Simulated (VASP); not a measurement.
Calculation: PBEsol GGA with spin-orbit coupling, VASP's PBE PAW potentials (set 64) (plane waves; VASP).

VASP ran on this input.

### KPOINTS_OPT
```
k-points along high-symmetry lines
5
Line-mode
Reciprocal
  0.000000   0.000000   0.000000 ! GAMMA
  0.000000   0.500000   0.000000 ! X

  0.000000   0.500000   0.000000 ! X
  0.500000   0.500000   0.000000 ! M

  0.500000   0.500000   0.000000 ! M
  0.000000   0.000000   0.000000 ! GAMMA

  0.000000   0.000000   0.000000 ! GAMMA
  0.000000   0.000000   0.500000 ! Z

  0.000000   0.000000   0.500000 ! Z
  0.000000   0.500000   0.500000 ! R

  0.000000   0.500000   0.500000 ! R
  0.500000   0.500000   0.500000 ! A

  0.500000   0.500000   0.500000 ! A
  0.000000   0.000000   0.500000 ! Z

  0.000000   0.500000   0.000000 ! X
  0.000000   0.500000   0.500000 ! R

  0.500000   0.500000   0.000000 ! M
  0.500000   0.500000   0.500000 ! A
```

### INCAR
```
! general
SYSTEM    =BaTiO3
PREC      =Accurate
ENCUT     =520
LREAL     =.FALSE.   ! projection in real space or not
LASPH     =.TRUE.   ! aspherical one-centre terms

! electronic loop
EDIFF     =1E-6
NELM      =100
ALGO      =Normal   ! blocked Davidson
LMAXMIX   =4   ! l cut-off of mixed one-centre charges

! smearing
ISMEAR    =0   ! Gaussian
SIGMA     =0.05

! functional
GGA       =PS   ! PBEsol
GGA_COMPAT=.FALSE.

! spin
MAGMOM    =15*0
LSORBIT   =.TRUE.

! output
LWAVE     =.FALSE.
LCHARG    =.FALSE.
```

File POSCAR:
```
BaTiO3
1
    3.9661232582     0.0000000000     0.0000000000
    0.0000000000     3.9661232582     0.0000000000
    0.0000000000     0.0000000000     4.0773199001
Ba Ti O
1 1 3
Direct
  0.0000000000   0.0000000000   0.0038885062
  0.5000000000   0.5000000000   0.5205695899
  0.5000000000   0.5000000000   0.9709979898
  0.0000000000   0.5000000000   0.4842719571
  0.5000000000   0.0000000000   0.4842719571
```

### KPOINTS
```
Automatic mesh
0
Gamma
5 5 5
0 0 0
```

POTCAR, in this order: Ba_sv Ti_sv O (PBE.64 set). Program: vasp_ncl.

The resulting files:

File OSZICAR:
```
       N       E                     dE             d eps       ncg     rms          rms(c)
DAV:   1     0.507618950119E+03    0.50762E+03   -0.20203E+04  2880   0.181E+03
DAV:   2     0.271254308470E+02   -0.48049E+03   -0.46009E+03  3224   0.516E+02
DAV:   3    -0.474539496524E+02   -0.74579E+02   -0.72269E+02  3912   0.191E+02
DAV:   4    -0.520197251680E+02   -0.45658E+01   -0.45569E+01  4128   0.457E+01
DAV:   5    -0.522492686056E+02   -0.22954E+00   -0.22944E+00  4144   0.851E+00    0.240E+01
DAV:   6    -0.421949309325E+02    0.10054E+02   -0.60012E+01  4288   0.779E+01    0.102E+01
DAV:   7    -0.423629037408E+02   -0.16797E+00   -0.11186E+01  4056   0.263E+01    0.676E+00
DAV:   8    -0.421896337033E+02    0.17327E+00   -0.94480E-01  4112   0.106E+01    0.268E+00
DAV:   9    -0.422032601456E+02   -0.13626E-01   -0.22063E-01  3664   0.321E+00    0.978E-01
DAV:  10    -0.422028050966E+02    0.45505E-03   -0.78544E-02  3936   0.238E+00    0.487E-01
DAV:  11    -0.421999688089E+02    0.28363E-02   -0.93308E-03  4232   0.936E-01    0.761E-02
DAV:  12    -0.421998820353E+02    0.86774E-04   -0.14930E-03  3560   0.284E-01    0.414E-02
DAV:  13    -0.421998687585E+02    0.13277E-04   -0.10033E-04  4152   0.944E-02    0.251E-02
DAV:  14    -0.421998723630E+02   -0.36044E-05   -0.58076E-05  4128   0.777E-02    0.198E-02
DAV:  15    -0.421998698276E+02    0.25353E-05   -0.17461E-05  3992   0.366E-02    0.112E-02
DAV:  16    -0.421998686130E+02    0.12146E-05   -0.96662E-06  4024   0.290E-02    0.295E-03
DAV:  17    -0.421998685988E+02    0.14167E-07   -0.11156E-06  2248   0.132E-02
   1 F= -.42199869E+02 E0= -.42199869E+02  d E =-.374758E-12  mag=     0.0000     0.0000    -0.0000
       N       E                     dE             ncg
       N       E                     dE             ncg
```

**OUTCAR**
```
------------------------ aborting loop because EDIFF is reached ----------------------------------------
  FORCE on cell =-STRESS in cart. coord.  units (eV):
  Direction    XX          YY          ZZ          XY          YZ          ZX
  --------------------------------------------------------------------------------------
  Total       -0.0007314     -0.0007314     -0.0131554      0.0000000      0.0000000      0.0000000
  in kB       -0.0182700     -0.0182700     -0.3286310      0.0000000      0.0000000      0.0000000
  external PRESSURE =      -0.1217237 kB  Pullay stress =       0.0000000 kB
  volume of cell :       64.14
      direct lattice vectors                 reciprocal lattice vectors
     3.966123258  0.000000000  0.000000000     0.252135381  0.000000000  0.000000000
     0.000000000  3.966123258  0.000000000     0.000000000  0.252135381  0.000000000
     0.000000000  0.000000000  4.077319900     0.000000000  0.000000000  0.245259147
 POSITION                                       TOTAL-FORCE (eV/Angst)
 -----------------------------------------------------------------------------------
      0.00000      0.00000      0.01585        -0.000000      0.000000     -0.007029
      1.98306      1.98306      2.12253        -0.000000     -0.000000     -0.001193
      1.98306      1.98306      3.95907        -0.000000     -0.000000      0.016340
      0.00000      1.98306      1.97453         0.000000      0.000000     -0.004059
      1.98306      0.00000      1.97453         0.000000      0.000000     -0.004059
 -----------------------------------------------------------------------------------
    total drift:                                0.000000      0.000000     -0.000691
  FREE ENERGIE OF THE ION-ELECTRON SYSTEM (eV)
  ---------------------------------------------------
  free  energy   TOTEN  =       -42.1998685988 eV

  energy  without entropy=      -42.1998685988  energy(sigma->0) =      -42.19986860

 Ion:    1  E_soc:     -0.3865964

 Ion:    2  E_soc:     -0.0101386

 Ion:    3  E_soc:     -0.0002678

 Ion:    4  E_soc:     -0.0002621

 Ion:    5  E_soc:     -0.0002621
```
(Selected blocks of OUTCAR.)

The compound is BaTiO3 in the tetragonal perovskite structure. It was relaxed first.
